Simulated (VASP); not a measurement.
# A VASP study of GdAl2 (SCAN + U): structure first, properties next, part 2 of 3

Wanted: the relaxed cell of GdAl2 and its properties. The start is a computed cell from the Materials Project.

VASP 6.6.1, plane waves and PAW; the level of theory is named at each step.

Still holding for the runs below: The magnetic order is the lowest of the few collinear ones that converged above; longer or canted patterns were not tried.

So far, largest spin moment in the PAW sphere (μB): step 2 (magnetic order: ferromagnetic) 7.18; step 3 (magnetic order: antiferromagnetic within the cell) 7.12; step 4 (magnetic order: antiferromagnetic, q = (0, 0, 1/2)) 7.17; step 5 (magnetic order: antiferromagnetic, q = (1/2, 1/2, 0)) 7.13; step 7 (full relaxation (SCAN + U)) 7.18. The relaxed cell has a = 7.871 Å (conventional setting).

## (8) Density, ELF and potential (SCAN + U)

A single point on the relaxed cell gives a clean self-consistent state, with density, ELF and potential written out.

INCAR

```
SYSTEM = GdAl2
PREC = Accurate
ENCUT = 450
EDIFF = 1E-06
NELM = 150
ISMEAR = 1
SIGMA = 0.2
LREAL = .FALSE.
ALGO = Normal
METAGGA = SCAN
LASPH = .TRUE.
NBANDS = 42
ISPIN = 2
MAGMOM = 7.18 7.18 -0.02 -0.02 -0.02 -0.02
LDAU = .TRUE.
LDAUTYPE = 2
LDAUL = 3 -1
LDAUU = 5 0
LDAUJ = 0 0
LDAUPRINT = 1
LMAXMIX = 6
AMIX = 0.2
BMIX = 1E-04
AMIX_MAG = 0.8
BMIX_MAG = 1E-04
LORBIT = 11
LWAVE = .FALSE.
LCHARG = .TRUE.
ISIF = 2
LELF = .TRUE.
LVHAR = .TRUE.
```

POSCAR

```
GdAl2
1.0
    0.0000000000      3.9356663457      3.9356663457
    3.9356663457      0.0000000000      3.9356663457
    3.9356663457      3.9356663457      0.0000000000
Gd Al
2 4
Direct
    0.5000000000      0.5000000000      0.5000000000
    0.7500000000      0.7500000000      0.7500000000
    0.1250000000      0.1250000000      0.1250000000
    0.6250000000      0.1250000000      0.1250000000
    0.1250000000      0.6250000000      0.1250000000
    0.1250000000      0.1250000000      0.6250000000
```

KPOINTS

```
Automatic mesh
0
Gamma
5 5 5
0 0 0
```

The projector-augmented-wave data sets are Gd and Al (PBE family, release 64).

Run with:

```sh
$ mpirun -np 8 vasp_std
```

Elapsed: 53 s, on 8 MPI ranks of Intel Xeon 6975P-C (Granite Rapids), shared host; peak memory 1.4 GiB; 6.9 min of CPU time.

With spin, VASP writes an ELF for each channel.

Numbers from this step:

```
SCF cycles              : 24
bands                   : 48
free energy (TOTEN)     : -146.8058 eV
energy at zero smearing : -146.8068 eV
pressure                : -0.04074 GPa
```

Valence electrons inside each PAW sphere by angular momentum. Sphere charges, by row:

| atom | s (e) | p (e) | d (e) | f (e) | tot (e) |
| --- | --- | --- | --- | --- | --- |
| Gd1 | 2.05 | 5.596 | 0.686 | 6.932 | 15.27 |
| Gd2 | 2.05 | 5.596 | 0.686 | 6.932 | 15.27 |
| Al3 | 0.421 | 0.399 | 0 | 0 | 0.82 |
| Al4 | 0.421 | 0.399 | 0 | 0 | 0.82 |
| Al5 | 0.421 | 0.399 | 0 | 0 | 0.82 |
| Al6 | 0.421 | 0.399 | 0 | 0 | 0.82 |

Spin density in the ac plane of a cell with a along [110], b along [-110] and c along [001] of the cube at fractional y = 0.000, with atoms of Gd and Al within 0.2 Å of it.

Values in units of 1e0 e/Å³, 11 rows by 16 columns, each cell a mean:
```
4.3 0.2 0.0 0.0 0.0 0.0 0.1 2.9 4.3 0.2 0.0 0.0 0.0 0.0 0.1 2.9
0.1 0.0 0.0 0.0 0.0 0.0 0.0 0.1 0.1 0.0 0.0 0.0 0.0 0.0 0.0 0.1
0.0 0.0 0.0 0.0 0.0 0.0 0.0 0.0 0.0 0.0 0.0 0.0 0.0 0.0 0.0 0.0
0.0 0.0 0.0 0.0 0.0 0.0 0.0 0.0 0.0 0.0 0.0 0.0 0.0 0.0 0.0 0.0
0.0 0.0 0.0 0.0 0.0 0.0 0.0 0.0 0.0 0.0 0.0 0.0 0.0 0.0 0.0 0.0
0.0 0.0 0.0 0.0 0.0 0.0 0.0 0.0 0.0 0.0 0.0 0.0 0.0 0.0 0.0 0.0
0.0 0.0 0.0 0.1 0.1 0.0 0.0 0.0 0.0 0.0 0.0 0.1 0.1 0.0 0.0 0.0
0.0 0.0 0.1 2.7 4.1 0.2 0.0 0.0 0.0 0.0 0.1 2.7 4.1 0.2 0.0 0.0
0.0 0.0 0.1 4.4 6.5 0.3 0.0 0.0 0.0 0.0 0.1 4.4 6.5 0.3 0.0 0.0
0.2 0.1 0.1 0.2 0.2 0.1 0.1 0.2 0.2 0.1 0.1 0.2 0.2 0.1 0.1 0.2
6.4 0.3 0.0 0.0 0.0 0.0 0.1 4.2 6.4 0.3 0.0 0.0 0.0 0.0 0.1 4.2
```
Columns run along a (11.1 Å), rows up along c (7.9 Å), edges of the conventional cell, whose origin can differ from the input's. Atoms in or near the plane, at fractional coordinates: Gd at (0.00, 0.00), Gd at (0.50, 0.00), Gd at (0.25, 0.25), Gd at (0.75, 0.25), Al at (0.12, 0.62), Al at (0.62, 0.62), Al at (0.38, 0.63), Al at (0.87, 0.63).

ELF of down spins in the ac plane of a cell with a along [110], b along [-110] and c along [001] of the cube at fractional y = 0.000, with atoms of Gd and Al within 0.2 Å of it. It is the smooth field of the valence electrons, not physical close to the nuclei.

Ten even steps from '0' (0.02) to '9' (0.86), each cell a mean:
```
6982157887513896895136888631597
9951368888631589972157888751379
6412577777752246521367777763135
1125776556775211113677556776321
4567775445777554456776444677654
8776555445555678876555444555678
8852124555212588873123555421378
8630015775100378751003776300157
5520037887300355541015888510145
4444468887544554444457888754454
4467766666677644457776656677754
5577642112467755567753212357765
6776312332136776777521343125777
8874127997314788886215898512688
8862169889613688874138979831478
6641289449821466653159737951356
2210279889710122221049979940122
2100048998400012210026999610012
8740002442000378862001343100168
9972001111102899995001111100599
3893134554313984696114555411796
```
Columns run along a (11.1 Å), rows up along c (7.9 Å), edges of the conventional cell, whose origin can differ from the input's. Atoms in or near the plane, at fractional coordinates: Gd at (0.00, 0.00), Gd at (0.50, 0.00), Gd at (0.25, 0.25), Gd at (0.75, 0.25), Al at (0.12, 0.62), Al at (0.62, 0.62), Al at (0.38, 0.63), Al at (0.87, 0.63).

ELF of up spins in the ac plane of a cell with a along [110], b along [-110] and c along [001] of the cube at fractional y = 0.000, with atoms of Gd and Al within 0.2 Å of it. It is the smooth field of the valence electrons, not physical close to the nuclei.

Ten even steps from '_' (0.02) to '@' (0.80), each cell a mean:
```
@@@@##--::++##%%%%##++::--##@@%%@@@@++::--**%%%%%%**--::++@@@@
@@%%++..::++##@@@@##++::::++%%@@%%**--..==**%%@@%%**--..--##%%
==--::..--++**%%%%**++--..::--====::..::==**##%%##++==::..--==
....::==++++**####**++++--::......::--==++****##**++++==--::..
==++**********************++++====++**********************++==
%%%%##++++************++++##%%%%%%##**++++**********++++**##%%
@@%%++::..--**####**--..::++%%@@@@##--..::==**##**++::..--##@@
%%##--____::**%%%%**..____--##%%%%++..____==##%%##==____..++%%
##**--____--##@@@@##--____--**####++..__..++%%@@%%++..__..++##
****++====**%%%%%%%%**====**********++==++##%%%%%%##++==++****
**************************************************************
******++++--::::::::==++++**********++++==--::::::--==++++****
%%**++==::..::::::::..::==++**%%##**++--::..::--::::::--++**##
@@##++--..--**####**--..--++##@@%%**==::::==##%%##==::::==**%%
@@%%**--::**@@@@@@@@**::--**%%@@%%##==::--%%@@@@@@%%--::==##%%
****++--::**@@%%%%@@**::--++********==::==%%@@##@@%%==::==****
::--==----++@@@@@@@@++::--==--::--====--==##@@@@@@##----====--
::::::------**%%%%**----==::::::::::------++##%%##++------::::
**++------::::----::::------++****==------::----::::------==**
@@%%**----==::::::--==----**@@@@@@##==--==--::..::--==::==##@@
##@@##--::++++++++++++::--##@@##%%@@++::==++++++++++==::++@@%%
```
Columns run along a (11.1 Å), rows up along c (7.9 Å), edges of the conventional cell, whose origin can differ from the input's. Atoms in or near the plane, at fractional coordinates: Gd at (0.00, 0.00), Gd at (0.50, 0.00), Gd at (0.25, 0.25), Gd at (0.75, 0.25), Al at (0.12, 0.62), Al at (0.62, 0.62), Al at (0.38, 0.63), Al at (0.87, 0.63).

In this run the pressure is -0.04 GPa, small enough to go on.

## (9) Band structure (SCAN + U)

The mesh alone shows little of the dispersion and can miss band extrema, so KPOINTS_OPT adds a path through the symmetry points after the self-consistent cycle.

INCAR, as its differences from that of step 8:

```diff
@@ -11,5 +11,5 @@
 LASPH = .TRUE.
-NBANDS = 42
+NBANDS = 52
 ISPIN = 2
-MAGMOM = 7.18 7.18 -0.02 -0.02 -0.02 -0.02
+MAGMOM = 7.182 7.182 -0.023 -0.023 -0.023 -0.023
 LDAU = .TRUE.
@@ -27,5 +27,3 @@
 LWAVE = .FALSE.
-LCHARG = .TRUE.
-ISIF = 2
-LELF = .TRUE.
-LVHAR = .TRUE.
+LCHARG = .FALSE.
+KPAR = 8
```

POSCAR is that of step 8.

KPOINTS is that of step 8.

KPOINTS_OPT

```
Line mode
16
Line-mode
Reciprocal
  0.00000000   0.00000000   0.00000000 GAMMA
  0.50000000   0.00000000   0.50000000 X

  0.50000000   0.00000000   0.50000000 X
  0.50000000   0.25000000   0.75000000 W

  0.50000000   0.25000000   0.75000000 W
  0.37500000   0.37500000   0.75000000 K

  0.37500000   0.37500000   0.75000000 K
  0.00000000   0.00000000   0.00000000 GAMMA

  0.00000000   0.00000000   0.00000000 GAMMA
  0.50000000   0.50000000   0.50000000 L

  0.50000000   0.50000000   0.50000000 L
  0.62500000   0.25000000   0.62500000 U

  0.62500000   0.25000000   0.62500000 U
  0.50000000   0.25000000   0.75000000 W

  0.50000000   0.25000000   0.75000000 W
  0.50000000   0.50000000   0.50000000 L

  0.50000000   0.50000000   0.50000000 L
  0.37500000   0.37500000   0.75000000 K

  0.62500000   0.25000000   0.62500000 U
  0.50000000   0.00000000   0.50000000 X
```

Run with:

```sh
$ mpirun -np 8 vasp_std
```

It took 8.6 min on 8 MPI ranks; peak memory 3.5 GiB.

Spin-orbit coupling is off here; with elements this heavy it splits and shifts levels by tenths of an eV or more.

This step gave:

```yaml
bands: 52
pressure: -0.03707 GPa
```

Spin up. The electronic bands at the labelled points (eV, zero at the Fermi level; # counts the bands kept):

| point | #21 | #22 | #23 | #24 | #25 | #26 | #27 | #28 |
| --- | --- | --- | --- | --- | --- | --- | --- | --- |
| Γ | -2.68 | -2.60 | -2.60 | -2.60 | 0.03 | 2.24 | 2.24 | 2.24 |
| 0.53 of the way | -2.04 | -1.22 | -1.22 | -1.03 | 1.79 | 1.80 | 1.86 | 1.86 |
| X | -0.47 | -0.47 | -0.13 | -0.13 | 0.45 | 0.45 | 0.92 | 0.92 |
| 0.47 of the way | -0.82 | -0.82 | -0.16 | -0.16 | 0.31 | 0.31 | 1.66 | 1.66 |
| W | -1.37 | -1.37 | -0.27 | -0.27 | 0.64 | 0.64 | 1.83 | 1.83 |
| 0.47 of the way | -1.30 | -1.19 | -0.50 | -0.04 | 0.58 | 0.59 | 1.45 | 2.23 |
| K | -1.26 | -1.00 | -0.62 | -0.01 | 0.62 | 0.63 | 1.16 | 2.14 |
| 0.47 of the way | -2.21 | -1.64 | -1.05 | -0.65 | 0.91 | 1.45 | 1.78 | 2.51 |
| Γ | -2.68 | -2.60 | -2.60 | -2.60 | 0.03 | 2.24 | 2.24 | 2.24 |
| 0.47 of the way | -2.36 | -1.55 | -1.55 | -1.12 | 0.95 | 1.76 | 2.30 | 2.30 |
| L | -1.93 | -1.13 | -0.77 | -0.77 | 1.63 | 1.63 | 2.11 | 2.88 |
| 0.47 of the way | -1.78 | -1.27 | -0.72 | -0.26 | 0.78 | 1.38 | 1.54 | 2.78 |
| U | -1.26 | -1.00 | -0.62 | -0.01 | 0.62 | 0.63 | 1.16 | 2.14 |
| 0.47 of the way | -1.30 | -1.16 | -0.53 | -0.02 | 0.58 | 0.58 | 1.39 | 2.24 |
| W | -1.37 | -1.37 | -0.27 | -0.27 | 0.64 | 0.64 | 1.83 | 1.83 |
| 0.47 of the way | -1.67 | -1.24 | -0.72 | -0.07 | 0.49 | 1.21 | 1.44 | 2.61 |
| L | -1.93 | -1.13 | -0.77 | -0.77 | 1.63 | 1.63 | 2.11 | 2.88 |
| 0.47 of the way | -1.78 | -1.27 | -0.72 | -0.26 | 0.78 | 1.38 | 1.54 | 2.78 |
| K | -1.26 | -1.00 | -0.62 | -0.01 | 0.62 | 0.63 | 1.16 | 2.14 |
| jump to U | -1.26 | -1.00 | -0.62 | -0.01 | 0.62 | 0.63 | 1.16 | 2.14 |
| 0.47 of the way | -0.80 | -0.56 | -0.28 | -0.09 | 0.15 | 0.54 | 1.38 | 1.48 |
| X | -0.47 | -0.47 | -0.13 | -0.13 | 0.45 | 0.45 | 0.92 | 0.92 |

Of the projections kept (Gd, Al), the largest for each band there; the rest of the weight can lie on other orbitals:

| point | #21 | #22 | #23 | #24 | #25 | #26 | #27 | #28 |
| --- | --- | --- | --- | --- | --- | --- | --- | --- |
| Γ | Gd 0.64 | Al 0.56 | Al 0.56 | Al 0.56 | Gd 0.71 | Gd 0.74 | Gd 0.74 | Gd 0.74 |
| X | Gd 0.74 | Gd 0.74 | Gd 0.98 | Gd 0.98 | Gd 0.67 | Gd 0.67 | Gd 0.62 | Gd 0.62 |
| W | Al 0.64 | Al 0.64 | Gd 0.88 | Gd 0.88 | Gd 0.87 | Gd 0.87 | Gd 0.94 | Gd 0.94 |
| K | Gd 0.62 | Gd 0.51 | Gd 0.81 | Gd 0.99 | Gd 0.54 | Gd 0.89 | Gd 0.91 | Gd 0.81 |
| Γ | Gd 0.64 | Al 0.56 | Al 0.56 | Al 0.56 | Gd 0.71 | Gd 0.74 | Gd 0.74 | Gd 0.74 |
| L | Al 0.51 | Gd 1.00 | Gd 0.81 | Gd 0.81 | Gd 0.81 | Gd 0.81 | Al 0.72 | Gd 0.88 |

Spin down. The electronic bands at the labelled points (eV, zero at the Fermi level; # counts the bands kept):

| point | #5 | #6 | #7 | #8 | #9 | #10 | #11 | #12 |
| --- | --- | --- | --- | --- | --- | --- | --- | --- |
| Γ | -2.77 | -2.43 | -2.43 | -2.43 | -1.92 | -1.92 | 1.59 | 3.66 |
| 0.53 of the way | -3.33 | -2.43 | -1.29 | -0.63 | -0.63 | 0.02 | 2.58 | 2.94 |
| X | -3.13 | -3.13 | 0.28 | 0.28 | 0.94 | 0.94 | 1.20 | 1.20 |
| 0.47 of the way | -2.51 | -2.51 | -0.34 | -0.34 | 0.78 | 0.78 | 1.99 | 1.99 |
| W | -1.58 | -1.58 | -1.30 | -1.30 | 0.88 | 0.88 | 2.21 | 2.21 |
| 0.47 of the way | -2.24 | -1.55 | -1.03 | -0.93 | 0.60 | 1.15 | 2.08 | 2.15 |
| K | -2.74 | -1.56 | -0.85 | -0.66 | 0.47 | 1.21 | 2.03 | 2.13 |
| 0.47 of the way | -2.47 | -2.02 | -1.60 | -1.09 | -0.01 | 0.65 | 2.01 | 2.12 |
| Γ | -2.77 | -2.43 | -2.43 | -2.43 | -1.92 | -1.92 | 1.59 | 3.66 |
| 0.47 of the way | -3.31 | -2.09 | -2.09 | -0.72 | -0.72 | -0.57 | 2.20 | 2.78 |
| L | -3.51 | -1.70 | -1.70 | 0.60 | 0.60 | 0.64 | 2.14 | 2.22 |
| 0.47 of the way | -2.55 | -1.76 | -1.48 | -0.32 | 0.58 | 1.41 | 1.65 | 2.24 |
| U | -2.74 | -1.56 | -0.85 | -0.66 | 0.47 | 1.21 | 2.03 | 2.13 |
| 0.47 of the way | -2.34 | -1.56 | -0.99 | -0.87 | 0.57 | 1.17 | 2.06 | 2.14 |
| W | -1.58 | -1.58 | -1.30 | -1.30 | 0.88 | 0.88 | 2.21 | 2.21 |
| 0.47 of the way | -2.17 | -1.87 | -1.34 | -0.55 | 0.46 | 1.64 | 1.72 | 1.90 |
| L | -3.51 | -1.70 | -1.70 | 0.60 | 0.60 | 0.64 | 2.14 | 2.22 |
| 0.47 of the way | -2.55 | -1.76 | -1.48 | -0.32 | 0.58 | 1.41 | 1.65 | 2.24 |
| K | -2.74 | -1.56 | -0.85 | -0.66 | 0.47 | 1.21 | 2.03 | 2.13 |
| jump to U | -2.74 | -1.56 | -0.85 | -0.66 | 0.47 | 1.21 | 2.03 | 2.13 |
| 0.47 of the way | -3.01 | -2.44 | -0.27 | 0.08 | 0.35 | 1.22 | 1.62 | 1.94 |
| X | -3.13 | -3.13 | 0.28 | 0.28 | 0.94 | 0.94 | 1.20 | 1.20 |

Of the projections kept (Gd, Al), the largest for each band there; the rest of the weight can lie on other orbitals:

| point | #5 | #6 | #7 | #8 | #9 | #10 | #11 | #12 |
| --- | --- | --- | --- | --- | --- | --- | --- | --- |
| Γ | Al 0.83 | Al 0.68 | Al 0.68 | Al 0.68 | Gd 0.53 | Gd 0.53 | Gd 0.72 | Gd 0.95 |
| X | Al 0.67 | Al 0.67 | Gd 0.64 | Gd 0.64 | Al 0.55 | Al 0.55 | Gd 0.61 | Gd 0.61 |
| W | Al 0.52 | Al 0.52 | Al 0.76 | Al 0.76 | Gd 0.66 | Gd 0.66 | Gd 0.96 | Gd 0.96 |
| K | Al 0.69 | Al 0.66 | Al 0.53 | Al 0.57 | Gd 0.57 | Gd 0.50 | Gd 0.98 | Gd 0.93 |
| Γ | Al 0.83 | Al 0.68 | Al 0.68 | Al 0.68 | Gd 0.53 | Gd 0.53 | Gd 0.72 | Gd 0.95 |
| L | Al 0.85 | Al 0.66 | Al 0.66 | Gd 0.63 | Gd 0.63 | Gd 1.00 | Al 0.77 | Gd 0.64 |

There is no gap at this level.

## (10) Total and projected DOS (SCAN + U)

Here the states are counted by energy and projected on the atoms. The mesh is finer than in the run before.

INCAR, as its differences from that of step 9:

```diff
@@ -5,3 +5,3 @@
 NELM = 150
-ISMEAR = 1
+ISMEAR = -5
 SIGMA = 0.2
@@ -29 +29,2 @@
 KPAR = 8
+NEDOS = 2001
```

POSCAR is that of step 9.

KPOINTS

```
Automatic mesh
0
Gamma
7 7 7
0 0 0
```

Run with:

```sh
$ mpirun -np 8 vasp_std
```

Elapsed: 2.2 min, on 8 MPI ranks; peak memory 3.4 GiB; 18 min of CPU time.

With tetrahedra the forces and stress of a metal are not exact derivatives of the energy.

This step gave:

```
SCF cycles                                        : 29
irreducible k-points                              : 20
free energy (TOTEN)                               : -146.7970 eV
Fermi energy                                      : 5.849 eV
pressure                                          : -0.1472 GPa
moment of the cell, from the last line of the log : 15.48 μB
DOS at the Fermi level                            : 2.176 states/eV/cell
```

[end of part 2 of 3]

[Lines on the potential files, build, host, timing and source positions are cut from VASP's logs without a mark.]

[Logs are printed without paths, hosts, clocks, repeated set-up lines and the standing remarks that a program may print on its own settings, such as how far it seeks lower states.]

[Hosts, paths, dates, database ids (printed as entryN), source tags and the programs' standing remarks are cut or masked in the printed files.]

[A measured line is paired with the nearest computed mode of its activity, which favours agreement.]
